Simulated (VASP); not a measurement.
Input:

```
CELL_PARAMETERS angstrom
      1.92888    -3.34092     0.00000
      1.92888     3.34092     0.00000
      0.00000     0.00000     5.96922
ATOMIC_POSITIONS crystal
  La 0.33333 0.66667 0.24546
  La 0.66667 0.33333 0.75454
  O  0.00000 0.00000 0.00000
  O  0.33333 0.66667 0.64629
  O  0.66667 0.33333 0.35371
```

Computed with TPSS meta-GGA, VASP's PBE PAW potentials (set 64) (plane waves; VASP 6.6.1). Settings: 520 eV cut-off, 7×7×4 Γ-centred mesh, Gaussian smearing of 0.050 eV, potentials La O.

Problem. The ions and cell shape at fixed volume are relaxed. What does this cell relax into?

Solution. 
```
CELL_PARAMETERS angstrom
      1.95182    -3.38064     0.00000
      1.95182     3.38064     0.00000
      0.00000     0.00000     5.82977
ATOMIC_POSITIONS crystal
  La 0.33333 0.66667 0.23992
  La 0.66667 0.33333 0.76008
  O  0.00000 0.00000 0.00000
  O  0.33333 0.66667 0.65088
  O  0.66667 0.33333 0.34912
```
Space group P-3m1 (164), at a tolerance of 0.03 Å.

Problem. How much energy does the relaxation gain?

Solution. The energy (σ→0) changes by -5.9 meV/atom, in 9 ionic steps.

```
step  E(σ→0) (eV)  max force (eV/Å)  pressure (GPa)  volume (Å³)
----  -----------  ----------------  --------------  -----------
1        -63.5724             0.537            9.76        76.93
2        -63.5922             0.126            8.51        76.93
3        -63.5923             0.142            8.41        76.93
4        -63.5976             0.130            8.18        76.93
5        -63.5997             0.118            7.92        76.93
6        -63.6015             0.044            7.79        76.93
7        -63.6017             0.022            7.71        76.93
8        -63.6017             0.017            7.72        76.93
9        -63.6017             0.009            7.75        76.93
```

The compound is La2O3 in the a-type structure. This cell is one point of a volume scan, at 0.94 of the reference volume. Symmetry was kept, so distortions that lower it aren't found.
